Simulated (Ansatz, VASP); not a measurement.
# Al32O47 (V_O) in two plane-wave programs

One calculation is typed for both programs; each brings its own data sets. How far apart do they land? The cell is taken from a series of runs on this material, whose earlier steps may have relaxed, scaled, displaced or heated it; both programs get it as it stands.

Calculated with Ansatz 0.2.0; plane waves, with VASP 6.6.1 beside it; single point at PBE0 form with 10 % exact exchange with an exact-exchange share of 0.1.

### Step 1. The structure

The cell holds 79 atoms: 32 Al and 47 O. Its edges and angles: a = 10.278 Å, b = 10.278 Å, c = 10.278 Å, α = 55.3°, β = 55.3°, γ = 55.3°. It derives from Al2O3 (Al2O3 (R-3c)). Nearest the centre at fractional (0.625, 0.278, 0.472): Al17 at 1.76 Å, Al2 at 1.77 Å, Al24 at 1.99 Å, Al23 at 1.99 Å, O79 at 2.51 Å, O40 at 2.51 Å, O65 at 2.62 Å, O42 at 2.62 Å.

As a file:

```cif
data_structure
_symmetry_space_group_name_H-M 'P 1'
_symmetry_Int_Tables_number 1
_cell_length_a 10.2781
_cell_length_b 10.2781
_cell_length_c 10.2781
_cell_angle_alpha 55.345
_cell_angle_beta 55.345
_cell_angle_gamma 55.345
_cell_volume 684.72
loop_
_atom_site_label
_atom_site_type_symbol
_atom_site_fract_x
_atom_site_fract_y
_atom_site_fract_z
_atom_site_occupancy
Al1 Al 0.32394 0.32472 0.32470 1
Al2 Al 0.43670 0.41941 0.42767 1
Al3 Al 0.07367 0.07395 0.07407 1
Al4 Al 0.17317 0.17765 0.17722 1
Al5 Al 0.32343 0.32419 0.82432 1
Al6 Al 0.42549 0.42575 0.92688 1
Al7 Al 0.07405 0.07349 0.57429 1
Al8 Al 0.17563 0.17562 0.67642 1
Al9 Al 0.32370 0.82416 0.32392 1
Al10 Al 0.42577 0.92611 0.42614 1
Al11 Al 0.07347 0.57307 0.07484 1
Al12 Al 0.17621 0.67507 0.17683 1
Al13 Al 0.32378 0.82315 0.82444 1
Al14 Al 0.42550 0.92541 0.92668 1
Al15 Al 0.07650 0.57269 0.57226 1
Al16 Al 0.17602 0.67584 0.67596 1
Al17 Al 0.81293 0.32221 0.33053 1
Al18 Al 0.92573 0.42520 0.42518 1
Al19 Al 0.57306 0.07398 0.07475 1
Al20 Al 0.67624 0.17555 0.17601 1
Al21 Al 0.82391 0.32377 0.82379 1
Al22 Al 0.92598 0.42599 0.92576 1
Al23 Al 0.57357 0.07171 0.57524 1
Al24 Al 0.67612 0.17466 0.67818 1
Al25 Al 0.82420 0.82303 0.32416 1
Al26 Al 0.92625 0.92558 0.42572 1
Al27 Al 0.57382 0.57371 0.07410 1
Al28 Al 0.67587 0.67580 0.17620 1
Al29 Al 0.82419 0.82322 0.82449 1
Al30 Al 0.92589 0.92546 0.92675 1
Al31 Al 0.57344 0.57389 0.57436 1
Al32 Al 0.67662 0.67516 0.67592 1
O33 O 0.22140 0.02803 0.37525 1
O34 O 0.47174 0.12512 0.27822 1
O35 O 0.02601 0.37530 0.22323 1
O36 O 0.37429 0.22201 0.02808 1
O37 O 0.12484 0.27738 0.47253 1
O38 O 0.27788 0.47164 0.12537 1
O39 O 0.22234 0.02775 0.87500 1
O40 O 0.47308 0.12589 0.77595 1
O41 O 0.02828 0.37466 0.72187 1
O42 O 0.37620 0.22039 0.52822 1
O43 O 0.12458 0.27798 0.97215 1
O44 O 0.27923 0.47112 0.62488 1
O45 O 0.22368 0.52668 0.37460 1
O46 O 0.47251 0.62515 0.27744 1
O47 O 0.02772 0.87475 0.22210 1
O48 O 0.37492 0.72171 0.02806 1
O49 O 0.12510 0.77776 0.47192 1
O50 O 0.27717 0.97261 0.12501 1
O51 O 0.22197 0.52780 0.87516 1
O52 O 0.47201 0.62433 0.77815 1
O53 O 0.02734 0.87490 0.72216 1
O54 O 0.37461 0.72220 0.52818 1
O55 O 0.12484 0.77751 0.97239 1
O56 O 0.27782 0.97151 0.62548 1
O57 O 0.72169 0.02858 0.37545 1
O58 O 0.97045 0.12503 0.27878 1
O59 O 0.52918 0.37414 0.22162 1
O60 O 0.87507 0.22172 0.02771 1
O61 O 0.77717 0.47246 0.12476 1
O62 O 0.72167 0.02715 0.87602 1
O63 O 0.97186 0.12442 0.77840 1
O64 O 0.52799 0.37446 0.72131 1
O65 O 0.87349 0.22168 0.52952 1
O66 O 0.62490 0.27752 0.97190 1
O67 O 0.77794 0.47169 0.62478 1
O68 O 0.72051 0.52828 0.37577 1
O69 O 0.97180 0.62453 0.27827 1
O70 O 0.52764 0.87499 0.22233 1
O71 O 0.87476 0.72184 0.02820 1
O72 O 0.62479 0.77800 0.47239 1
O73 O 0.77767 0.97175 0.12558 1
O74 O 0.72204 0.52757 0.87492 1
O75 O 0.97251 0.62489 0.77730 1
O76 O 0.52801 0.87389 0.72275 1
O77 O 0.87539 0.72182 0.52789 1
O78 O 0.62484 0.77835 0.97155 1
O79 O 0.77661 0.97394 0.62401 1
```

### Step 2. Ansatz: single point, PBE0 form with 10 % exact exchange with an exact-exchange share of 0.1

Ansatz runs on its PAW soft_1 files.

With cell and atoms fixed, the geometry can't cause a difference; cores, projectors, grids and the points listed under the comparison can.

The input, input.yaml:

```yaml
crystal:
  checkpoint: "../q0.relax.run"
  host: checkpoint
basis:
  ecutwfc: 420
  xc_grid: 2
hamiltonian:
  xc: { preset: pbe0, exx: 0.1 }
  pseudopotentials: { kind: paw, azcp: { folder: soft_1 } }
kpoints:
  mp_grid: { grid: [1, 1, 1] }
scf:
  occupations: { method: fixed }
  max_iter: 100
output:
  forces: true
  charged_corrections:
    epsilon: [3.29, 3.29, 3.26]
    static_epsilon: [9.66, 9.66, 11.75]
    defect_position: [0.625, 0.277916, 0.472084]
  eigenvalues: true
  eigenstates: { localisation: true }
checkpoint:
  read: "../q0.relax.run"
  write: "../q0.a10.run"
  compress: false
  write_wavefunctions: false
  write_every: 100000
```

Started as:

```
> ansatz run input.yaml --threads 32 --pin off --max-ram 84787MiB --backend cuda --events-out ev --progress --plain --runs-dir out --max-vram 78GiB
```

Numbers of over 12 decimals in the logs are rounded to 6 here.

What it wrote:

```text
Warning: checkpoint.read: hamiltonian.xc differs: saved pbesol, current {"exchange":"pbe","correlation":"pbe","exx":{"coeff":0.1,"omega":null}}; the SCF iterates under this deck's functional from the saved state
crystal.checkpoint: the structure is that of <dir>, a `relax` run, at its step 5: its result, under pbesol at a charge of 0 e; 79 atoms read, 0 with a starting moment; this deck's functional is {"exchange":"pbe","correlation":"pbe","exx":{"coeff":0.1,"omega":null}}; crystal.structure_sha256 for this input is
Engine: ansatz 0.2.0, aarch64-unknown-linux-gnu
Pseudopotentials: kind: paw
Pseudopotential: Al, paw, valence charge 3, recommended cutoff 420 eV (normal), soft_1/Al.paw.azcp
Pseudopotential: O, paw, valence charge 6, recommended cutoff 420 eV (normal), soft_1/O.paw.azcp
Functional definition: unnamed
  parameter a_1 = 0.1
  exchange = (1 - a_1)*pbe_x + a_1*exact_x
  correlation = pbe_c
davidson cushion auto → on  (no smearing: the cushion is to keep the highest requested band from converging to the state above it; pin scf.eigensolver.cushion to override)
device memory: the entry about to start is reckoned to put 2.9 GiB on a device that reports 169.1 GiB free (of which the cap on the GPU budget leaves the run 78.0 GiB)
GPU FFT provider: cuFFT
GPU libraries: cuBLAS 13.8.1, cuFFT 12.4.0, cuSOLVER 12.3.2
GPU matrix products: emulated (plane waves: as basis.precision tells), large ones in fixed point in workspaces of 1.00 GiB
Crystal: 79 atoms, lattice volume = 684.717 Å³
Basis set: ecut = 420 eV, 13355 PW (Γ), exchange–correlation on 144×144×144 points (8 copies of the dense FFT grid, shifted against one another)
Bands: 268, of which v1, the nominal top of the filled ones, is band 189 counted from 1 (188 counted from 0)
Symmetry: 1 space group operations
Space group: P1 (ITA 1), of the structure as read, at distance tolerance 8.8e-5 Å
k-points: 1
Non-local potential: Al, projectors of the file, l = 0: 2, l = 1: 2, l = 2: 1
Non-local potential: O, projectors of the file, l = 0: 2, l = 1: 2, l = 2: 1
PAW form: soft (Blöchl's): semilocal exchange-correlation on the pseudo side does not see the compensation charge
PAW frozen core: Al, regenerated for the run's functional, and the local potential with it (the file was generated under x = pbe(κ = 0.804, μ = 0.219515), c = pbe(β = 0.066725))
PAW frozen core: O, regenerated for the run's functional, and the local potential with it (the file was generated under x = pbe(κ = 0.804, μ = 0.219515), c = pbe(β = 0.066725))
PAW one-centre angular grid: Al, 110 points (default); XC on 64 Gauss nodes
PAW one-centre angular grid: O, 110 points (default); XC on 64 Gauss nodes
Initial density: read from a saved state, or passed on in memory by an earlier SCF of this step, an earlier step, the calling program or the single point that the run made first
Initial wavefunctions: pseudopotential atomic-orbital guess
GPU buffer pool allocated for 373248 grid points (all kernels)
GPU transforms: local potential and band sums: pruned to the plane-wave sphere, on 72×72×72
Functional: x = pbe(κ = 0.804, μ = 0.219515), c = pbe(β = 0.066725), warm-up for x = 0.9 pbe(κ = 0.804, μ = 0.219515) + 0.1 exact, c = pbe(β = 0.066725)
iter 1 solved again at ethr=3.32e-4 eV; its pass at ethr=1.00e-1 eV (dr2=1.25e0 eV) is discarded
SCF iter   1: F=—  HF=-43985.475371 eV  |Δ(HF+E_count)|=         —  Δρ=1.57e-2  dr2=1.25e0  Hψ=2078
preconditioner: auto → none  [insulator: Δε(μ)=4.112 eV  Ē_g=17.437 eV  n_scr=174 (ndim 8)  ℏωp=27.6 eV  f_vac=0.000]
SCF iter   2: F=—  HF=-43985.160733 eV  |Δ(HF+E_count)|=   3.15e-1  Δρ=6.14e-3  dr2=1.51e-1  Hψ=788
iter 3 solved again at ethr=4.65e-7 eV; its pass at ethr=3.99e-5 eV (dr2=1.76e-3 eV) is discarded
SCF iter   3: F=—  HF=-43985.112987 eV  |Δ(HF+E_count)|=   4.77e-2  Δρ=7.72e-4  dr2=1.73e-3  Hψ=1490
SCF iter   4: F=-43985.112766 eV  HF=-43985.113248 eV  |Δ(HF+E_count)|=   2.61e-4  Δρ=2.17e-4  dr2=5.92e-4  Hψ=686
SCF 1 stopped early in 4 iterations: F = -43985.112766 eV  dr2 = 5.92e-4
  greatest PAW one-centre occupation: 0.859 electrons in one spin orbital (limit 2), on the O atom at site 56 (counted from 0), in its partial waves of l = 0
device memory: the entry about to start is reckoned to put 3.7 GiB (of the 3.9 GiB reckoned in all, the device holds 0.1 GiB already) on a device that reports 168.9 GiB free (of which the cap on the GPU budget leaves the run 77.9 GiB)
GPU FFT provider: cuFFT
GPU libraries: cuBLAS 13.8.1, cuFFT 12.4.0, cuSOLVER 12.3.2
GPU matrix products: emulated (plane waves: as basis.precision tells), large ones in fixed point in workspaces of 1.00 GiB
Initial density: handed on by an earlier stage of this run
Initial wavefunctions: those handed on with the density
GPU buffer pool allocated for 373248 grid points (all kernels)
GPU transforms: local potential and band sums: pruned to the plane-wave sphere, on 72×72×72
Functional: x = 0.9 pbe(κ = 0.804, μ = 0.219515) + 0.1 exact, c = pbe(β = 0.066725)
Exchange kernel: α = 0.1000, full range, Wigner–Seitz truncation, v(0) = 2690.9801 eV·Å³, q-mesh 1×1×1, nearest image of the exchange supercell L = 9.55 Å, pair-density grid 40×40×40, without the augmentation charges, whose exchange is taken in its separable form (sized by the pseudopotential files, 54×54×64 at the most)
Frozen-core exchange: fock
SCF iter   1: F=—  HF=-43993.085044 eV  |Δ(HF+E_count)|=         —  Δρ=3.16e-3  dr2=4.40e-2  Hψ=1416
preconditioner: auto → none  [insulator: Δε(μ)=4.916 eV  Ē_g=18.678 eV  n_scr=174 (ndim 8)  ℏωp=27.6 eV  f_vac=0.000]
SCF iter   2: F=—  HF=-43993.071793 eV  |Δ(HF+E_count)|=   1.33e-2  Δρ=9.85e-4  dr2=5.06e-3  Hψ=833
SCF iter   3: F=—  HF=-43993.083650 eV  |Δ(HF+E_count)|=   1.19e-2  Δρ=2.39e-4  dr2=5.60e-4  Hψ=779
SCF iter   4: F=—  HF=-43993.083425 eV  |Δ(HF+E_count)|=   2.25e-4  Δρ=9.04e-5  dr2=5.56e-5  Hψ=824
SCF iter   5: F=—  HF=-43993.083415 eV  |Δ(HF+E_count)|=   9.57e-6  Δρ=3.47e-5  dr2=7.45e-6  Hψ=741
SCF iter   6: F=-43993.083456 eV  HF=-43993.083457 eV  |Δ(HF+E_count)|=   4.16e-5  Δρ=2.03e-5  dr2=2.01e-6  Hψ=908
SCF 2 stopped early in 6 iterations: F = -43993.083456 eV  dr2 = 2.01e-6
  Residual-converged pass: ⟨swp⟩=3.0  Hψ=635  notcnv=0  max |occ|·‖R‖ = 5.3e-6 eV (tolerance 6.7e-6 eV)  dr2=2.02e-6  dr2_onsite=1.45e-7  max |Δocc| = 0.0e0
  greatest PAW one-centre occupation: 0.860 electrons in one spin orbital (limit 2), on the O atom at site 56 (counted from 0), in its partial waves of l = 0
hybrid outer 1: dexx = +1.104e-2 eV, tail = 8.46e-6 eV
GPU FFT provider: cuFFT
GPU libraries: cuBLAS 13.8.1, cuFFT 12.4.0, cuSOLVER 12.3.2
GPU matrix products: emulated (plane waves: as basis.precision tells), large ones in fixed point in workspaces of 1.00 GiB
GPU buffer pool allocated for 373248 grid points (all kernels)
GPU transforms: local potential and band sums: pruned to the plane-wave sphere, on 72×72×72
Exchange kernel: α = 0.1000, full range, Wigner–Seitz truncation, v(0) = 2690.9801 eV·Å³, q-mesh 1×1×1, nearest image of the exchange supercell L = 9.55 Å, pair-density grid 40×40×40, without the augmentation charges, whose exchange is taken in its separable form (sized by the pseudopotential files, 54×54×64 at the most)
Frozen-core exchange: fock
SCF iter   1: F=—  HF=-43993.083447 eV  |Δ(HF+E_count)|=         —  Δρ=9.37e-6  dr2=3.79e-7  Hψ=615
preconditioner: auto → none  [insulator: Δε(μ)=4.931 eV  Ē_g=18.668 eV  n_scr=174 (ndim 8)  ℏωp=27.6 eV  f_vac=0.000]
SCF iter   2: F=—  HF=-43993.083447 eV  |Δ(HF+E_count)|=   1.90e-8  Δρ=3.66e-6  dr2=3.94e-8  Hψ=893
SCF iter   3: F=-43993.083447 eV  HF=-43993.083447 eV  |Δ(HF+E_count)|=   5.95e-9  Δρ=1.50e-6  dr2=1.18e-8  Hψ=809
SCF 3 converged in 3 iterations: F = -43993.083447 eV  dr2 = 1.18e-8
  Residual-converged pass: ⟨swp⟩=2.0  Hψ=508  notcnv=0  max |occ|·‖R‖ = 1.5e-6 eV (tolerance 2.8e-6 eV)  dr2=1.18e-8  dr2_onsite=6.50e-10  max |Δocc| = 0.0e0
hybrid outer 2: dexx = +3.596e-8 eV, tail = 2.50e-8 eV, Δε = 1.78e-4 eV (about 1.24e-5 eV left of the loop's levels), ΔF = 2.22e-4 eV/Å (tail 4.20e-4)
hybrid SCF converged: 2 outer / 9 inner (+4 warm-up), last move |dexx| = 3.60e-8 eV, tail = 2.50e-8 eV
Stability not checked: this state was not tested for a lower state beside it, because the functional holds exact exchange (a hybrid, or Hartree-Fock), whose exchange loop this test does not read (fock_operator; see scf.lower_state_search)
Free energy (F): -43993.083447 eV
Frozen-core exchange: fock
Harris-Foulkes:  -43993.083447 eV  (|F-HF|=5.20e-9)
Internal energy: -43993.083447 eV  (E = F + TS)
E sigma→0 (E₀):  -43993.083447 eV
Fermi energy:    9.363641 eV
--- Per-component energies (eV) ---
  E_band       = 127.759090
  E_kinetic    = 8972.285455
  E_local      = -15809.220970  (includes V_loc(G=0)·N_el)
  E_nonlocal   = 2730.285075
  E_hartree    = 6059.169978
  E_xc         = -4242.049125
  E_vxc        = -4870.802155  (∫ρ·V_xc dr)
  E_exx        = -489.506292  (= α·E_x^exact, valence–valence)
  E_paw        = -22638.694093  (= ΣΔE_a)
  E_vpaw       = -2034.153954  (= ΣTr[D̂ρ^β])
  E_aug_tail   = 0.037148  (compensation charges beyond the density's cutoff)
  E_ewald      = -18574.346655
  E_core_change = -1.043968  (= ΣΔE_core)
  E_smearing   = -0.000000  (= −TS)
  E_closure    = -0.000001  (closes the sum)
  Σ components = -43993.083447   (vs F -43993.083447, Δ=0.00e0)
--- Forces (eV/Å), atoms counted from 1 ---
  atom   1  Al     0.00327680     0.00811800    -0.00018178
  atom   2  Al    -0.02001792    -0.00318567    -0.00165084
  atom   3  Al     0.00148660     0.00176879    -0.00807957
  atom   4  Al    -0.00387456    -0.00129786     0.01020337
  atom   5  O     -0.06482061    -0.00083735     0.00098178
  atom   6  O     -0.02863354    -0.05568227    -0.00412125
  [... 73 more lines of this table ...]
  max |Σ_I F_I| component: 9.46e-5 eV/Å
--- Band table (eV) ---
  k-point 0: bands = ["-12.9489", "-11.9766", "-11.9516", "-11.8422", "-11.8387", "-11.8270", "-11.8245", "-11.8162", "-11.8157", "-11.7988", "-11.7723", "-11.6091", "-11.1478", "-11.1277", "-11.0773"
```

Reading the cycles: dr2 is the Hartree energy of the density residual (eV), the measure of convergence; HF is the Harris–Foulkes estimate of the energy, which meets the free energy F at convergence.

(Continued in part 2 of 2.)

[Lines on the potential files, build, host, timing and source positions are cut from VASP's logs without a mark.]

[Logs are printed without paths, hosts, clocks, repeated set-up lines and the standing remarks that a program may print on its own settings, such as how far it seeks lower states.]

[Hosts, paths, dates, database ids (printed as entryN), source tags and the programs' standing remarks are cut or masked in the printed files.]
